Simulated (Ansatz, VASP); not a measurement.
# Ge (Germanium): VASP beside Ansatz, part 2 of 2

Aim: how closely do two programs agree when they are given the same cell, functional and k mesh? The cell is a member of a volume series, scaled by 0.985 from a relaxed one, so a pressure remains. Other levels of theory on this material are compared in a session of their own.

VASP 6.6.1 and Ansatz 0.2.0.

So far. Step 3 (Ansatz: single point, PBEsol, volume scaled by 0.985): The run ends at a pressure of 1.42 GPa.

## 4. Comparison

Known differences besides the potentials themselves: the cutoff is 420 eV in Ansatz and 450 eV in VASP; Ansatz makes its cores anew for this functional, VASP keeps those of its PBE data sets; VASP leaves aspherical gradient terms in its spheres out (LASPH is not set), Ansatz keeps them. Total energies have different zeros and are not compared.

Compared:

```
      quantity  Ansatz  VASP  difference
pressure (GPa)    1.42  1.00       +0.42
```

## 5. Ansatz: single point, PBEsol with D3(BJ), volume scaled by 0.985

With cell and atoms fixed, the geometry can't cause a difference; cores, projectors, grids and the points listed under the comparison can. The cell compared in this pair holds 43.59 Å³, against 44.79 Å³ for the pair before.

The cell is a member of a volume series, scaled by 0.985 from a relaxed one, so a pressure remains.

Contents of input.yaml:

```yaml
crystal:
  lattice:
    - [0.0, 2.79337697, 2.79337697]
    - [2.79337697, 0.0, 2.79337697]
    - [2.79337697, 2.79337697, 0.0]
  atoms:
    - { symbol: Ge, position: [0.75, 0.75, 0.75] }
    - { symbol: Ge, position: [0.5, 0.5, 0.5] }
hamiltonian:
  xc: pbesol
  pseudopotentials: { kind: paw }
  dispersion: d3bj
kpoints:
  mp_grid: { grid: [14, 14, 14] }
scf:
  occupations: { method: methfessel_paxton, width: 0.15 }
  n_extra_bands: 4
output:
  forces: true
  stress: true
  eigenvalues: true
  write_density: true
  write_potential: true
  elf: true
  volumetric_format: npy
```

Launch:

```sh
> ansatz run input.yaml --threads 2 --pin off --max-ram 4608MiB --backend cpu --events-out ev --progress --plain --runs-dir out
```

Numbers of over 12 decimals in the logs are rounded to 6 here.

Output:

```text
[...]
Crystal: 2 atoms, lattice volume = 43.593 Å³
Basis set: ecut = 420 eV, 869 PW (Γ), exchange–correlation on 54×54×54 points (8 copies of the dense FFT grid, shifted against one another)
Bands: 18, of which v1, the nominal top of the filled ones, is band 14 counted from 1 (13 counted from 0)
Symmetry: 48 space group operations
[...]
k-points: 104 of 2744
[...]
--- Band table (eV; the first three rows and the last of 104) ---
  k-point 0: bands = [... 10 lower, -4.1378, 8.9537, 8.9537, 8.9537, 9.2847, 11.4945, 11.4945, 11.4945]
  k-point 1: bands = [... 10 lower, -4.0730, 7.7220, 8.8195, 8.8195, 10.0338, 11.6719, 11.6719, 11.8038]
  k-point 2: bands = [... 10 lower, -3.8801, 6.2585, 8.5156, 8.5156, 10.0857, 12.0736, 12.0736, 12.8196]
  k-point 103: bands = [... 10 lower, 0.0106, 0.0106, 4.8675, 4.8675, 12.6442, 12.6442, 14.3975, 14.3975]
[key lines of the parts left out:]
SCF converged after 6 iterations
Free energy (F): -8507.538784 eV
Fermi energy:    9.013628 eV
P = ⅓ Tr σ = 1.5481 GPa (15.481 kbar)
```

The job ended after 5.3 s (2 threads of Arm Neoverse N1, shared host; peak memory 0.35 GiB; 9.8 s of CPU time).

The run ends at a pressure of 1.55 GPa.

## 6. VASP: single point, PBEsol with D3(BJ), volume scaled by 0.985

The same cell, functional, mesh and smearing now go to VASP, with its own data sets and cutoff.

The input asks for a relaxation, which ended at its first step since no free force or stress exceeded the threshold; so it serves as a single point.

Contents of INCAR:

```
SYSTEM = Ge
PREC = Accurate
ENCUT = 450
EDIFF = 1E-06
NELM = 100
ISMEAR = 1
SIGMA = 0.15
LREAL = .FALSE.
ALGO = Normal
GGA = PS
IVDW = 12
NBANDS = 20
LORBIT = 11
LWAVE = .FALSE.
LCHARG = .FALSE.
KPAR = 2
IBRION = 2
NSW = 30
ISIF = 4
EDIFFG = -0.01
```

Contents of POSCAR:

```
Ge
1.0
    0.0000000000      2.7933769698      2.7933769698
    2.7933769698      0.0000000000      2.7933769698
    2.7933769698      2.7933769698      0.0000000000
Ge
2
Direct
    0.7500000000      0.7500000000      0.7500000000
    0.5000000000      0.5000000000      0.5000000000
```

Contents of KPOINTS:

```
Automatic mesh
0
Gamma
14 14 14
0 0 0
```

The projector-augmented-wave data sets are Ge_d (PBE family, release 64).

Launch:

```sh
> mpirun -np 2 vasp_std
```

Output:

```text
[banner, memory and clock lines left out]
running    2 mpi-ranks, on    1 nodes
[...]
[... a notice as in an earlier step ...]

 LDA part: xc-table for (Slater+PW92), standard interpolation
 POSCAR, INCAR and KPOINTS ok, starting setup
[...]
entering main loop
       N       E                     dE             d eps       ncg     rms          rms(c)
DAV:   1     0.176183786571E+03    0.17618E+03   -0.13766E+04  4520   0.360E+03
DAV:   2     0.142104425421E+02   -0.16197E+03   -0.15803E+03  4172   0.569E+02
DAV:   3    -0.929706345434E+01   -0.23508E+02   -0.23354E+02  4708   0.139E+02
DAV:   4    -0.100092601270E+02   -0.71220E+00   -0.71175E+00  4640   0.289E+01
[...]
DAV:  10    -0.985589088088E+01   -0.10977E-04   -0.18106E-05  4704   0.386E-02    0.525E-03
DAV:  11    -0.985589215120E+01   -0.12703E-05   -0.34301E-06  4828   0.271E-02    0.121E-03
DAV:  12    -0.985589183380E+01    0.31740E-06   -0.58281E-07  2668   0.154E-02
   1 F= -.10423153E+02 E0= -.10423234E+02  d E =-.104232E+02
[...]
reached required accuracy - stopping structural energy minimisation
```

From OUTCAR (step 6):

```text
 Edisp (eV)   -0.56726

  Total       0.30245     0.30245     0.30245     0.00000     0.00000    -0.00000
  in kB      11.11586    11.11586    11.11586     0.00000     0.00000    -0.00000
  external pressure =       11.12 kB  Pullay stress =        0.00 kB

 POSITION                                       TOTAL-FORCE (eV/Angst)
 -----------------------------------------------------------------------------------
      4.19007      4.19007      4.19007        -0.000000     -0.000000     -0.000000
      2.79338      2.79338      2.79338         0.000000      0.000000      0.000000
 -----------------------------------------------------------------------------------
    total drift:                                0.000000      0.000000      0.000000

  FREE ENERGIE OF THE ION-ELECTRON SYSTEM (eV)
  ---------------------------------------------------
  free  energy   TOTEN  =       -10.4231527262 eV

  energy  without entropy=      -10.4233957063  energy(sigma->0) =      -10.42323372

[... 2 parts as in an earlier step ...]

[... 2 further parts left out ...]
[key lines of the parts left out:]
E-fermi :   5.2886
```

## 7. Comparison

Both answers:

```
      quantity  Ansatz  VASP  difference
pressure (GPa)    1.55  1.11       +0.44
```

## 8. Outcome

| Item | Value |
| --- | --- |
| difference in pressure (single point, PBEsol, volume scaled by 0.985) | 0.42 GPa |
| difference in pressure (single point, PBEsol with D3(BJ), volume scaled by 0.985) | 0.44 GPa |

The difference in pressure is 0.44 GPa (single point, PBEsol with D3(BJ), volume scaled by 0.985), within the 1 GPa picked in this series as the mark of a large difference. 4 further runs of this series are not shown here. Such differences can come from data sets, numerical settings and the points named under the comparisons, not from the functional's error against experiment.

[Lines on the potential files, build, host, timing and source positions are cut from VASP's logs without a mark.]

[Logs are printed without paths, hosts, clocks, repeated set-up lines and the standing remarks that a program may print on its own settings, such as how far it seeks lower states.]

[Hosts, paths, dates, database ids (printed as entryN), source tags and the programs' standing remarks are cut or masked in the printed files.]
